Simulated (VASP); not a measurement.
```
Tm
1.0
    1.77000    -3.06573     0.00000
    1.77000     3.06573     0.00000
    0.00000     0.00000     5.55000
Tm
2
Cartesian
  1.77000   1.02191   1.38750
  1.77000  -1.02191   4.16250
```
Starting moments (μB, in the order of the record's atoms Tm Tm): 2.0 2.0.

The numbers are results of PBE GGA, VASP's PBE PAW potentials (set 64) (plane waves; VASP 6.6.1), not measurements. Settings: 300 eV cut-off, 7×7×4 Γ-centred mesh, Gaussian smearing of 0.050 eV, potentials Tm.

Question: Give the spin-up energies of bands 15 to 28 at the high-symmetry points, in eV from the Fermi level.

Answer: 
```
band      Γ      M      K      A      L      H
----  -----  -----  -----  -----  -----  -----
15    -1.19  -1.23  -1.25  -1.20  -1.23  -1.22
16    -1.19  -1.23  -1.24  -1.20  -1.23  -1.22
17    -1.16  -1.22  -1.17  -1.20  -1.21  -1.19
18    -1.16  -1.20  -1.17  -1.20  -1.21  -1.19
19    -1.13  -1.13  -1.15  -1.10  -1.17  -1.19
20    -1.13  -1.13  -1.13  -1.10  -1.17  -1.19
21    -1.11  -1.10  -1.13  -1.08  -1.17  -1.16
22    -1.11  -1.09  -1.07  -1.08  -1.17  -1.16
23    -1.10  -1.07  -0.19  -1.08  -1.08   0.13
24    -1.10  -0.80  -0.19  -1.08  -1.08   0.13
25     1.40  -0.28  -0.09   1.83   0.81   0.18
26     2.82   0.43  -0.07   1.83   0.81   0.18
27     2.82   2.32   1.99   2.73   2.07   1.18
28     3.19   2.50   1.99   2.74   2.07   1.18
```

Question: Give the spin-down energies of bands 15 to 28 at the high-symmetry points, in eV from the Fermi level.

Answer: 
| band | Γ | M | K | A | L | H |
|---|---|---|---|---|---|---|
| 15 | -0.48 | -0.56 | -0.53 | -0.53 | -0.54 | -0.47 |
| 16 | -0.48 | -0.54 | -0.46 | -0.53 | -0.54 | -0.47 |
| 17 | -0.22 | -0.46 | -0.46 | -0.18 | -0.30 | -0.36 |
| 18 | -0.22 | -0.21 | -0.22 | -0.18 | -0.30 | -0.36 |
| 19 | -0.19 | -0.19 | -0.22 | -0.18 | -0.13 | 0.01 |
| 20 | -0.19 | -0.15 | -0.11 | -0.18 | -0.13 | 0.01 |
| 21 | -0.14 | -0.11 | -0.07 | -0.17 | -0.05 | 0.08 |
| 22 | -0.07 | -0.10 | 0.08 | -0.17 | -0.05 | 0.08 |
| 23 | -0.04 | 0.07 | 0.08 | 0.00 | 0.09 | 0.27 |
| 24 | 0.04 | 0.14 | 0.12 | 0.00 | 0.09 | 0.27 |
| 25 | 1.33 | 0.14 | 0.12 | 1.80 | 0.69 | 0.30 |
| 26 | 2.79 | 0.33 | 0.12 | 1.80 | 0.69 | 0.30 |
| 27 | 2.79 | 2.21 | 1.90 | 2.69 | 2.03 | 0.95 |
| 28 | 3.23 | 2.45 | 1.90 | 2.69 | 2.03 | 0.95 |

It has no gap at this level: it comes out as a metal or semimetal.

The structure is a typed Tm crystal (P6_3/mmc). The cell was not relaxed at this level.
